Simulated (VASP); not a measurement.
**SiClH3: single point with RPBE+D3(BJ)**

SiClH3, in a box:

```xyz
5
Lattice="12.0000 0.0000 0.0000 0.0000 12.0000 0.0000 0.0000 0.0000 12.0000" Properties=species:S:1:pos:R:3 pbc="T T T"
Si    5.4573    5.5847    6.1210
Cl    7.4076    5.0527    6.4818
H     4.6184    5.0779    7.2310
H     5.0346    4.9805    4.8370
H     5.3785    7.0616    6.0472
```

| Item | Value |
| --- | --- |
| Program | VASP 6.6.1 |
| Task | single point |
| Functional | RPBE |
| Dispersion | D3(BJ) |
| Potentials or basis | VASP PAW PBE potentials, release 64 (Si, Cl, H) |
| Cutoff | 520 eV |
| k mesh | 1 × 1 × 1 |
| Occupations | gaussian, width 0.01 eV |
| Spin | no spin polarisation |
| Further INCAR settings | ALGO = Normal; EDIFF = 1e-06 |

```
Largest force                   : 0.174 eV/Å
Gap between the frontier levels : 6.53 eV
Dispersion energy per atom      : -0.121 eV
```

Forces in eV/Å, atoms in the order of the input:
```
Si  -0.049  0.013 -0.007
Cl   0.165 -0.045  0.031
H   -0.075 -0.047  0.102
H   -0.037 -0.057 -0.119
H   -0.005  0.136 -0.007
```

Levels at points of the mesh, in eV from the valence-band top:
```tsv
k point	band 3	band 4	band 5	band 6	band 7	band 8	band 9	band 10	band 11
(0.00, 0.00, 0.00)	-2.02	-1.67	-1.67	0.00	0.00	6.53	6.96	7.64	7.70
```

Wall time 98 s on 1 thread of AMD EPYC 7R13 Processor (Zen 3), on a shared host, peak memory 1.2 GiB.

Caveat: the PAW data sets were made with another functional, which shifts forces and pressure a little. Expect the measured gap to be larger: semilocal functionals such as RPBE lack the derivative discontinuity.
